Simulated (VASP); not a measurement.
Computed with PBE GGA, VASP's PBE PAW potentials (set 64) (plane waves; VASP).

The input files of a VASP run:

**KPOINTS**
```
Automatic mesh
0
Gamma
10 10 10
0 0 0
```

### INCAR
```
SYSTEM = MgS
PREC = Accurate
ENCUT = 520
EDIFF = 1E-7
NELM = 100
ALGO = Normal
LREAL = .FALSE.
LASPH = .TRUE.
ISMEAR = -5
GGA = PE
LWAVE = .FALSE.
LCHARG = .TRUE.
LORBIT = 11
NEDOS = 601
ISIF = 2
```

### POSCAR
```
MgS
1
   -0.0000000000     2.6113842202     2.6113842202
    2.6113842202    -0.0000000000     2.6113842202
    2.6113842202     2.6113842202    -0.0000000000
Mg S
1 1
Direct
  0.0000000000   0.0000000000   0.0000000000
  0.5000000000   0.5000000000   0.5000000000
```

POTCAR, in this order: Mg S (PBE.64 set). Program: vasp_std.

Output of the run:

File OSZICAR:
```
       N       E                     dE             d eps       ncg     rms          rms(c)
DAV:   1     0.244261606762E+02    0.24426E+02   -0.37557E+03   776   0.817E+02
DAV:   2    -0.777964183665E+01   -0.32206E+02   -0.30803E+02  1016   0.106E+02
DAV:   3    -0.890717426285E+01   -0.11275E+01   -0.11275E+01   888   0.273E+01
DAV:   4    -0.891328013831E+01   -0.61059E-02   -0.61059E-02  1192   0.228E+00
DAV:   5    -0.891328524468E+01   -0.51064E-05   -0.51064E-05   968   0.620E-02    0.436E+00
DAV:   6    -0.854435412513E+01    0.36893E+00   -0.95825E-01   816   0.484E+00    0.343E+00
DAV:   7    -0.850339342461E+01    0.40961E-01   -0.23717E-01  1016   0.259E+00    0.229E+00
DAV:   8    -0.850337159689E+01    0.21828E-04   -0.13535E-02   824   0.983E-01    0.880E-01
DAV:   9    -0.850318696540E+01    0.18463E-03   -0.54989E-04   968   0.190E-01    0.276E-01
DAV:  10    -0.850322570697E+01   -0.38742E-04   -0.14737E-04  1024   0.798E-02    0.125E-02
DAV:  11    -0.850322350204E+01    0.22049E-05   -0.20599E-05   912   0.236E-02    0.111E-02
DAV:  12    -0.850322347720E+01    0.24843E-07   -0.42268E-07  1040   0.555E-03
   1 F= -.85032235E+01 E0= -.85032235E+01  d E =0.000000E+00
```

OUTCAR:
```
------------------------ aborting loop because EDIFF is reached ----------------------------------------
  FORCE on cell =-STRESS in cart. coord.  units (eV):
  Direction    XX          YY          ZZ          XY          YZ          ZX
  --------------------------------------------------------------------------------------
  Total        0.0014803      0.0014803      0.0014803      0.0000000     -0.0000000      0.0000000
  in kB        0.0665935      0.0665935      0.0665935      0.0000000     -0.0000000      0.0000000
  external PRESSURE =       0.0665935 kB  Pullay stress =       0.0000000 kB
  volume of cell :       35.62
      direct lattice vectors                 reciprocal lattice vectors
     0.000000000  2.611384220  2.611384220    -0.191469335  0.191469335  0.191469335
     2.611384220  0.000000000  2.611384220     0.191469335 -0.191469335  0.191469335
     2.611384220  2.611384220  0.000000000     0.191469335  0.191469335 -0.191469335
 POSITION                                       TOTAL-FORCE (eV/Angst)
 -----------------------------------------------------------------------------------
      0.00000      0.00000      0.00000         0.000000     -0.000000      0.000000
      2.61138      2.61138      2.61138        -0.000000      0.000000     -0.000000
 -----------------------------------------------------------------------------------
    total drift:                                0.000000      0.000000      0.000000
  FREE ENERGIE OF THE ION-ELECTRON SYSTEM (eV)
  ---------------------------------------------------
  free  energy   TOTEN  =        -8.5032234772 eV

  energy  without entropy=       -8.5032234772  energy(sigma->0) =       -8.50322348

 total charge

# of ion       s       p       d       tot
------------------------------------------
    1        0.136   0.125   0.039   0.299
    2        1.314   2.498   0.000   3.811
--------------------------------------------------
tot          1.449   2.623   0.039   4.111
```
(Selected blocks of OUTCAR.)

The compound is MgS in the rock salt structure. It was relaxed first.
